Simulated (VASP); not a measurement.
# AlN (F-43m) in VASP: G0W0 quasiparticle levels with PBE

Aim: the G0W0 quasiparticle levels of AlN with PBE.

All numbers are computed with VASP 6.6.1; they aren't measurements. Logs are shortened: lines on timing, memory, paths and dates and some standing lists are left out, and cuts for length are marked.

## (1) The crystal as given

Symmetry: F-43m, No. 216, cubic system. Conventional cell: a = 4.368 Å, b = 4.368 Å, c = 4.368 Å, α = 90.00°, β = 90.00°, γ = 90.00°. Around Al (site symmetry -43m) lie 4 N at 1.89 Å. N (site symmetry -43m) is surrounded by 4 Al at 1.89 Å.

Measurements of this composition are mostly on another form, of space group No. 186.

## (2) G0W0 quasiparticle levels, PBE

The input, POSCAR:

```
AlN
1.0
    0.0000000000      2.1839935596      2.1839935596
    2.1839935596      0.0000000000      2.1839935596
    2.1839935596      2.1839935596      0.0000000000
Al N
1 1
Direct
    0.0000000000      0.0000000000      0.0000000000
    0.2500000000      0.2500000000      0.2500000000
```

The input, INCAR.step1:

```
SYSTEM = AlN
PREC = Accurate
ENCUT = 450
EDIFF = 1E-8
ISMEAR = 0
SIGMA = 0.01
LREAL = .False.
LASPH = .True.
NELM = 100
ALGO = Normal
LWAVE = .True.
LCHARG = .False.
GGA = PE
```

The input, INCAR.step2:

```
SYSTEM = AlN
PREC = Accurate
ENCUT = 450
EDIFF = 1E-8
ISMEAR = 0
SIGMA = 0.01
LREAL = .False.
LASPH = .True.
NELM = 1
ALGO = Exact
LWAVE = .True.
LCHARG = .False.
GGA = PE
NBANDS = 66
LOPTICS = .True.
ISTART = 1
```

The input, INCAR.step3:

```
SYSTEM = AlN
PREC = Accurate
ENCUT = 450
EDIFF = 1E-8
ISMEAR = 0
SIGMA = 0.01
LREAL = .False.
LASPH = .True.
ALGO = EVGW0
LWAVE = .False.
LCHARG = .False.
GGA = PE
NELMGW = 1
NBANDS = 66
ENCUTGW = 120
NOMEGA = 50
PRECFOCK = Fast
ISTART = 1
NBANDSGW = 12
```

The input, KPOINTS:

```
Automatic mesh
0
Gamma
  8 8 8
  0 0 0
```

Potentials or basis: VASP PAW PBE potentials, release 64 (Al_GW, N_GW).

The run is started by

```
> cat potpaw_PBE.64/Al_GW/POTCAR potpaw_PBE.64/N_GW/POTCAR > POTCAR
> cp INCAR.step1 INCAR
> mpirun -np 1 vasp_std > vasp.out
> cp INCAR.step2 INCAR
> mpirun -np 1 vasp_std > vasp.out
> cp INCAR.step3 INCAR
> mpirun -np 1 vasp_std > vasp.out
```

OUTCAR:

```text
SYSTEM = AlN
   PREC = Accurate
   ENCUT = 450
   EDIFF = 1E-8
   ISMEAR = 0
   LREAL = .False.
   LASPH = .True.
   GGA = PE
   NELMGW = 1
   ENCUTGW = 120
   PRECFOCK = Fast
   ISTART = 1

 ion  position               nearest neighbor table
   1  0.000  0.000  0.000-   2 1.89   2 1.89   2 1.89   2 1.89
   2  0.250  0.250  0.250-   1 1.89   1 1.89   1 1.89   1 1.89

  LATTYP: Found a face centered cubic cell.
 ALAT       =     4.3679871192

  Lattice vectors:

 A1 = (   0.0000000000,   2.1839935596,   2.1839935596)
 A2 = (   2.1839935596,   0.0000000000,   2.1839935596)
 A3 = (   2.1839935596,   2.1839935596,   0.0000000000)

Analysis of symmetry for initial positions (statically):
=====================================================================
 Subroutine PRICEL returns:
 Original cell was already a primitive cell.

 Routine SETGRP: Setting up the symmetry group for a
 face centered cubic supercell.

 Subroutine GETGRP returns: Found 24 space group operations
 (whereof 24 operations were pure point group operations)
 out of a pool of 48 trial point group operations.

The static configuration has the point symmetry T_d .

Analysis of symmetry for dynamics (positions and initial velocities):
=====================================================================
 Subroutine PRICEL returns:
 Original cell was already a primitive cell.

 Routine SETGRP: Setting up the symmetry group for a
 face centered cubic supercell.

 Subroutine GETGRP returns: Found 24 space group operations
 (whereof 24 operations were pure point group operations)
 out of a pool of 48 trial point group operations.

The dynamic configuration has the point symmetry T_d .

 Subroutine INISYM returns: Found 24 space group operations
 (whereof 24 operations are pure point group operations),
 and found     1 'primitive' translations

----------------------------------------------------------------------------------------

                                     Primitive cell

  volume of cell :      20.8345

  direct lattice vectors                    reciprocal lattice vectors
     0.000000000  2.183993560  2.183993560    -0.228938404  0.228938404  0.228938404
     2.183993560  0.000000000  2.183993560     0.228938404 -0.228938404  0.228938404
     2.183993560  2.183993560  0.000000000     0.228938404  0.228938404 -0.228938404

  length of vectors
     3.088633312  3.088633312  3.088633312     0.396532948  0.396532948  0.396532948

  position of ions in fractional coordinates (direct lattice)
     0.000000000  0.000000000  0.000000000
     0.250000000  0.250000000  0.250000000

  ion indices of the primitive-cell ions
   primitive index   ion index
                 1           1
                 2           2

----------------------------------------------------------------------------------------

 KPOINTS: Automatic mesh

Automatic generation of k-mesh.
 Grid dimensions read from file:
 generate k-points for:    8    8    8

 Generating k-lattice:

  Cartesian coordinates                     Fractional coordinates (reciprocal lattice)
    -0.028617301  0.028617301  0.028617301     0.125000000  0.000000000  0.000000000
     0.028617301 -0.028617301  0.028617301     0.000000000  0.125000000  0.000000000
     0.028617301  0.028617301 -0.028617301     0.000000000  0.000000000  0.125000000

  Length of vectors
     0.049566618  0.049566618  0.049566618

  Shift w.r.t. Gamma in fractional coordinates (k-lattice)
     0.000000000  0.000000000  0.000000000

 Subroutine IBZKPT returns following result:
 ===========================================

 Found     29 irreducible k-points:

 Following reciprocal coordinates:
            Coordinates               Weight
  0.000000  0.000000  0.000000      1.000000
  0.125000  0.000000  0.000000      8.000000
  0.250000  0.000000  0.000000      8.000000
  0.375000  0.000000  0.000000      8.000000
  0.500000  0.000000  0.000000      4.000000
  0.125000  0.125000  0.000000      6.000000
[... 16 lines left out ...]
  0.500000  0.250000  0.125000     48.000000
 -0.375000  0.250000  0.125000     24.000000
 [... further k-points ...]
   k-points           NKPTS =     29   k-points in BZ     NKDIM =    512   number of bands    NBANDS=     66
   number of dos      NEDOS =    301   number of ions     NIONS =      2
   total plane-waves  NPLWV =  13824
   dimension x,y,z NGX =    24 NGY =   24 NGZ =   24
   dimension x,y,z NGXF=    48 NGYF=   48 NGZF=   48
   ions per type =               1   1
   NGX,Y,Z   is equivalent  to a cutoff of  12.92, 12.92, 12.92 a.u.
   NGXF,Y,Z  is equivalent  to a cutoff of  25.84, 25.84, 25.84 a.u.
 SYSTEM =  AlN
   PREC   = accura    normal or accurate (medium, high low for compatibility)
   ISTART =      1    job   : 0-new  1-cont  2-samecut
   ICHARG =      0    charge: 1-file 2-atom 10-const
   ISPIN  =      1    spin polarized calculation?
   LNONCOLLINEAR =      F non collinear calculations
   LSORBIT =      F    spin-orbit coupling
   LASPH  =      T    aspherical Exc in radial PAW
   ENCUT  =  450.0 eV  33.07 Ry    5.75 a.u.   5.34  5.34  5.34*2*pi/ulx,y,z
   NELM   =     60;   NELMIN=  2; NELMDL=  0     # of ELM steps
   EDIFF  = 0.1E-07   stopping-criterion for ELM
   LREAL  =      F    real-space projection
   EDIFFG = 0.1E-06   stopping-criterion for IOM
   NSW    =      0    number of steps for IOM
   IBRION =     -1    ionic relax: 0-MD 1-quasi-New 2-CG
   NFREE  =      0    steps in history (QN), initial steepest desc. (CG)
   ISIF   =      0    stress and relaxation
   ISYM   =      3    0-nonsym 1-usesym 2-fastsym
   POTIM  = 0.5000    time-step for ionic-motion
   TEBEG  =    0.0;   TEEND  =   0.0 temperature during run
   PSTRESS=    0.0 pullay stress
   NELECT =       8.0000    total number of electrons
   NUPDOWN=      -1.0000    fix difference up-down
   EMIN   =  10.00;   EMAX   =-10.00  energy-range for DOS
   EFERMI =   0.00;   METHOD = LEGACY
   ISMEAR =     0;   SIGMA  =   0.01  broadening in eV -4-tet -1-fermi 0-gaus
   EFERMI_NEDOS =   21; number of points for ismear=-14 and -15
   IALGO  =     38    algorithm
   IMIX   =      4    mixing-type and parameters
     AMIX     =   0.40;   BMIX     =  1.00
     AMIX_MAG =   1.60;   BMIX_MAG =  1.00
  volume/ion in A,a.u.               =      10.42        70.30
  Fermi-wavevector in a.u.,A,eV,Ry     =   1.189899  2.248583 19.263943  1.415860
  Thomas-Fermi vector in A             =   2.325996
   LORBIT       =      0    0 simple, 1 ext, 2 COOP (PROOUT), +10 PAW based schemes
   GGA     = PE    functional components
   LHFCALC =     T    Hartree Fock is set to
   PRECFOCK=fast      Normal, Fast or Accurate (Low or Medium for compatibility)
   ENCUT4O =  -1.0   cutoff for four orbital integrals eV
   NKREDX  =     1    reduce k-point grid by
   NKREDY  =     1    reduce k-point grid by
   NKREDZ  =     1    reduce k-point grid by
   AEXX    =    1.0000 exact exchange contribution
   HFSCREEN=    0.0000 screening length (either q_TF or 0.3 A-1)
   HFSCREENC=   0.0000 screening length for correlation (either q_TF or 0.3 A-1)
   ENCUTFOCK=  -1.0 apply spherical cutoff to Coloumb kernel
   IVDW    =     0    specifies the selected vdW correction
   LEPSILON=     F    determine dielectric tensor
   LRPA    =     F    only Hartree local field effects (RPA)
   LRPAFORCE           =     F    calculate RPA forces
   ENCUTGW             = 120.0    cutoff for response function in eV
   ENCUTGWSOFT         =  96.0    soft cutoff for Coulomb kernel in GW response function in eV
   ENCUTLF             =  -1.0    cutoff for local field effects
   NELMGW              =     1    number of iterations in solving QP/BSE equation
   NELMHF              =     1    number of iterations in the inner HF iteration
   NKREDLFX            =     1    NKREDLFY  =   1   NKREDLFZ  =   1
 non-spin polarized calculation
 Gauss-broadening in eV      SIGMA  =   0.01
  energy-cutoff  :      450.00
  volume of cell :       20.83
 maximum number of plane-waves:       464
 NGX is ok and might be reduce to    24
  NGX = 14; NGY = 14; NGZ = 14
   NGX = 11   NGY = 11   NGZ = 11
 maximum number of plane-waves:        70
 NGX is ok and might be reduce to    14

 QP shifts <psi_nk| G(iteration)W_0 |psi_nk>: iteration 1
 for sc-GW calculations column KS-energies equals QP-energies in previous step
 and V_xc(KS)=  KS-energies - (<T + V_ion + V_H > + <T+V_H+V_ion>^1  + <V_x>^1)

 k-point   1 :       0.0000    0.0000    0.0000
  band No.  KS-energies  QP-energies   sigma(KS)   V_xc(KS)     V^pw_x(r,r')   Z            occupation Imag(sigma)

      1     -10.0392     -11.4257     -16.7183     -14.7952     -24.7748       0.7210       2.0000       1.2644
      2       4.9510       4.2151     -17.7074     -16.7595     -20.7449       0.7763       2.0000       0.0788
      3       4.9510       4.2151     -17.7074     -16.7595     -20.7449       0.7763       2.0000       0.0788
      4       4.9510       4.2151     -17.7074     -16.7595     -20.7449       0.7763       2.0000       0.0788
      5       9.1372       9.9229     -11.5396     -12.5075      -7.9272       0.8117       0.0000      -0.0642
      6      17.4984      18.5144      -9.0108     -10.2781      -4.0552       0.8018       0.0000      -0.1289
      7      17.4984      18.5144      -9.0108     -10.2781      -4.0552       0.8018       0.0000      -0.1289
      8      17.4984      18.5144      -9.0108     -10.2781      -4.0552       0.8018       0.0000      -0.1289
      9      22.6289      23.6794      -9.1289     -10.4519      -3.6979       0.7941       0.0000      -0.2895
     10      22.6289      23.6794      -9.1289     -10.4519      -3.6979       0.7941       0.0000      -0.2895
     11      24.0256      24.5663      -8.9645      -9.6521      -2.5930       0.7863       0.0000      -0.7941
     12      24.0256      24.5663      -8.9645      -9.6521      -2.5930       0.7863       0.0000      -0.7941

 k-point   2 :       0.1250    0.0000    0.0000
  band No.  KS-energies  QP-energies   sigma(KS)   V_xc(KS)     V^pw_x(r,r')   Z            occupation Imag(sigma)
[... 353 lines left out ...]
      1      -7.6718      -8.9232     -18.2829     -16.5488     -26.0144       0.7216       2.0000       0.9404
      2      -0.1958      -1.3880     -14.5169     -12.8881     -18.4999       0.7319       2.0000       0.1849
      3       2.7252       1.7181     -16.2154     -14.8959     -19.6055       0.7633       2.0000       0.1054
      4       3.8320       2.9342     -16.8411     -15.6770     -20.0270       0.7712       2.0000       0.0884
      5      12.0482      12.8566     -10.1078     -11.1189      -5.7867       0.7996       0.0000      -0.0931
      6      14.1978      15.1777     -10.4276     -11.6487      -5.8892       0.8025       0.0000      -0.0996
      7      17.1169      18.3403     -11.3495     -12.9268      -6.1442       0.7756       0.0000      -0.1713
      8      17.6263      18.6653      -9.9237     -11.2412      -4.6744       0.7886       0.0000      -0.1946
      9      22.1074      23.0214      -9.1998     -10.3818      -3.1794       0.7732       0.0000      -0.3760
     10      23.7077      24.5942      -9.3249     -10.4619      -3.1882       0.7798       0.0000      -0.4915
     11      26.9714      27.8121      -8.9785     -10.0462      -2.6336       0.7874       0.0000      -0.7725
     12      29.5484      30.9812     -10.3456     -12.1433      -3.9686       0.7970       0.0000      -0.8648

 [... further k-points ...]
```

Run time: 13 min. Hardware: 1 thread of AMD EPYC 7R13 (Zen 3), shared host; peak memory 0.6 GiB.

Results:

```yaml
Band_gap_on_the_k_mesh_mean-field_level: 3.31 eV, indirect (least direct gap 4.19 eV)
Quasiparticle_gap: 4.53 eV
Least_direct_quasiparticle_gap: 5.71 eV
```

Caveat: bands, screening cutoff and mesh are small and nothing is extrapolated, so the quasiparticle values aren't converged.
